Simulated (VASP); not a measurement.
A run of VASP 6.6.1:

File INCAR:

```
SYSTEM = Sn2Pt
PREC = Accurate ; ENCUT = 520
EDIFF = 1E-6 ; ISMEAR = 0
SIGMA = 0.1 ; LREAL = .False.
LASPH = .True. ; NELM = 100
ALGO = Normal ; ISIF = 2
LWAVE = .False. ; LCHARG = .False.
GGA = PS ; NBANDS = 26
```

KPOINTS

```
Automatic mesh
0
Gamma
  6 6 6
  0 0 0
```

Contents of POSCAR:

```
Sn2Pt
1.0
    0.0000000000      3.2125000000      3.2125000000
    3.2125000000      0.0000000000      3.2125000000
    3.2125000000      3.2125000000      0.0000000000
Sn Pt
2 1
Direct
    0.2500000000      0.2500000000      0.2500000000
    0.7500000000      0.7500000000      0.7500000000
    0.0000000000      0.0000000000      0.0000000000
```

Potentials or basis: VASP PAW PBE potentials, release 64 (Sn_d, Pt).

Run with:

```bash
$ cat potpaw_PBE.64/Sn_d/POTCAR potpaw_PBE.64/Pt/POTCAR > POTCAR
$ mpirun -np 1 vasp_std > vasp.out
```

Hardware: 1 thread of Intel(R) Xeon(R) Platinum 8488C (Sapphire Rapids), on a shared host.

Question: Estimate the wall time of this run.

Answer: Wall time 28 s on 1 thread of Intel(R) Xeon(R) Platinum 8488C (Sapphire Rapids), on a shared host, peak memory 0.2 GiB. Counts: scf iterations 13, k points 16.
